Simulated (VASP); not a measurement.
VASP runs on Cu$_{3}$Au (L1_2) share one base input (PBE GGA, plane waves, VASP's PBE PAW potentials (set 64)) and change the settings named in each case.

### KPOINTS
```
Regular mesh
0
Gamma
 7 7 7
```

### INCAR
```
SYSTEM = Cu3Au
PREC = Accurate
ENCUT = 400
EDIFF = 1E-6
NELM = 100
ALGO = Normal
LREAL = .FALSE.
LASPH = .TRUE.
ISMEAR = 1
SIGMA = 0.1
GGA = PE
LMAXMIX = 6
LWAVE = .FALSE.
LCHARG = .FALSE.
ISIF = 2
```

### POSCAR
```
Cu3Au
3.750
  1.0000000000   0.0000000000   0.0000000000
  0.0000000000   1.0000000000   0.0000000000
  0.0000000000   0.0000000000   1.0000000000
Cu Au
3 1
Cart
  0.0000000000   0.5000000000   0.5000000000
  0.5000000000   0.0000000000   0.5000000000
  0.5000000000   0.5000000000   0.0000000000
  0.0000000000   0.0000000000   0.0000000000
```

POTCAR, in this order: Cu Au (PBE.64 set). Program: vasp_std.

```
change                                     E(σ→0) (eV/atom)  pressure (GPa)
-----------------------------------------  ----------------  --------------
base run                                            -3.6423            3.43
ENCUT = 520, POTCAR Cu_pv Au (PBE.64 set)           -3.6536      (withheld)
ENCUT = 520                                         -3.6417            3.96
ENCUT = 800                                         -3.6417            4.05
```

**Question.** Fill in the missing entries.

**Answer.** 
- ENCUT = 520, POTCAR Cu_pv Au (PBE.64 set), pressure (GPa): 2.20

Energies of different potentials or functionals have different zeros. Unless said otherwise, spin-orbit coupling is left out, though it shifts the bands of the heavy elements here. The base run's pressure lies -0.62 GPa from that at 800 eV (Pulay error).

Left out are runs that ran out of time, are held back, or changed the cell or the kind of run, fixed moments of cells without a moment, rows past the twelfth, gaps on odd meshes, pressures of charged cells and columns that move by less than the noise.

The compound is Cu3Au in the L1_2 structure. The cell was not relaxed at this level.
